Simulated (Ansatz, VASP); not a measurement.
## Two plane-wave programs on As3Ru

```
CELL_PARAMETERS angstrom
6.30314 0.00000 0.00000
-3.15157 5.45868 0.00000
0.00000 0.00000 4.28196
ATOMIC_POSITIONS crystal
As 0.80617 0.61233 0.25000
As 0.19383 0.80617 0.75000
As 0.38767 0.19383 0.25000
As 0.19383 0.38767 0.75000
As 0.80617 0.19383 0.25000
As 0.61233 0.80617 0.75000
Ru 0.33333 0.66667 0.25000
Ru 0.66667 0.33333 0.75000
```

Alike in both runs: functional PBE; k mesh 3 × 3 × 4; occupations gaussian, width 0.1 eV; no spin polarisation.

Ansatz relaxed the structure, and its values are those at the end. VASP's run is a single point on that final structure, the one shown.

|  | VASP | Ansatz |
| --- | --- | --- |
| version | VASP 6.6.1 | Ansatz 0.2.0 |
| potentials or method | VASP PAW PBE potentials, release 64 (As, Ru_pv) | scalar-relativistic, plane waves, PAW |
| plane-wave cutoff (eV) | 520 | 420 |
| valence electrons in the cell | 58 | 122 |

Ansatz gave:

```
gap on the k mesh at the Fermi level (eV) : none
pressure (GPa)                            : 0.0
rms of the force components (eV/Å)        : 0.001
```

**Question.** Which values does VASP return?

**Answer.** gap on the k mesh at the Fermi level (eV): none; pressure (GPa): 0.2; rms of the force components (eV/Å): 0.021.

A gap of «none» marks a metal or a gap that the smearing closes. With one functional, cell and mesh, what is left measures potentials, basis and numerics. The two sets of potentials don't hold the same shells in valence.

Caveats: the k mesh is coarse (spacing up to 0.38 Å⁻¹), so the values aren't converged.
